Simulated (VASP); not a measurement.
MgS (rock salt): the cohesive energy from VASP (plane waves, PAW) at several levels of theory. Atoms are spin-polarised in a large box without symmetry, with the spin fixed by Hund's rule, and may not be in the lowest state of each functional; no zero-point energy is added.

| level | cohesive energy (eV/atom) | error against measurement |
|---|---|---|
| LDA | 4.44 | +9.9 % |
| PBE | 3.71 | -8.1 % |
| AM05 | 3.90 | -3.5 % |
| PBE-D3(BJ) | 4.07 | +0.8 % |
| r2SCAN | 3.98 | -1.5 % |
| HSE06 | 3.76 | -7.0 % |

Measured: 4.04 eV/atom at 0 K (as given by Tamar Goldzak et al., The Journal of Chemical Physics (2022), arXiv:2208.04865; corrected for zero-point motion).

The cell of the LDA run:

MgS is modelled in the cubic space group Fm-3m (No. 225), the rock salt structure, Pearson symbol cF8. Cell: a = 5.118 Å, b = 5.118 Å, c = 5.118 Å, α = 90.00°, β = 90.00°, γ = 90.00°. Mg on 4a is coordinated by 6 S at 2.559 Å (octahedral). S on 4b has 6 Mg at 2.559 Å (octahedral). (Neighbours: up to the widest gap in distance over summed covalent radii, below 1.35, at either atom; cation-cation and far metal-metal contacts left out.)
(The calculation used a cell of 2 atoms; values per cell refer to that cell.)

Only levels that ran to the end are used. Left out are those held back, those with too coarse a band path, GW runs whose mesh misses a band edge, hybrids' fits of cells that aren't cubic and levels without matching references; a question may draw on a part of the rest.
